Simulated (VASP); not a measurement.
A run of VASP 6.6.1:

The input INCAR:

```
ALGO = Normal
EDIFF = 1E-7
ENCUT = 520
GGA = PE
ISIF = 2
ISMEAR = -1
LASPH = True
LCHARG = False
LREAL = False
LWAVE = False
NBANDS = 25
NELM = 60
PREC = Accurate
SIGMA = 0.05
```

Contents of KPOINTS:

```
k-points
0
Gamma
  5 5 5
```

File POSCAR:

```
CsRbMg6
1.0
    5.5492690000      0.0000000000      0.0000000000
    0.0000000000      3.1856700000      8.3617890000
    0.0000000000     -3.1856700000      8.3617890000
Cs Rb Mg
1 1 6
Direct
    0.5016180000      0.6949250000      0.6786990000
    0.5030720000      0.1861220000      0.1856150000
    0.0032510000      0.8628370000      0.8664240000
   -0.0030130000      0.3595750000      0.3581070000
   -0.0037620000      0.2737320000      0.7810870000
   -0.0061600000      0.7834460000      0.2687740000
    0.5036250000      0.1685950000      0.6798770000
    0.4951690000      0.6782180000      0.1738930000
```

Potentials or basis: VASP PAW PBE potentials, release 64 (Cs_sv, Rb_sv, Mg).

Command:

```console
$ cat potpaw_PBE.64/Cs_sv/POTCAR potpaw_PBE.64/Rb_sv/POTCAR potpaw_PBE.64/Mg/POTCAR > POTCAR
$ mpirun -np 1 vasp_std > vasp.out
```

Hardware: 1 thread of AMD EPYC 9R45 96-Core Processor (Zen 5), with other jobs on the host.

Q: Estimate the wall time of this run.

A: It took 7.5 min on 1 thread of AMD EPYC 9R45 96-Core Processor (Zen 5), with other jobs on the host, peak memory 0.77 GiB. Counts: scf iterations 14, k points 63.
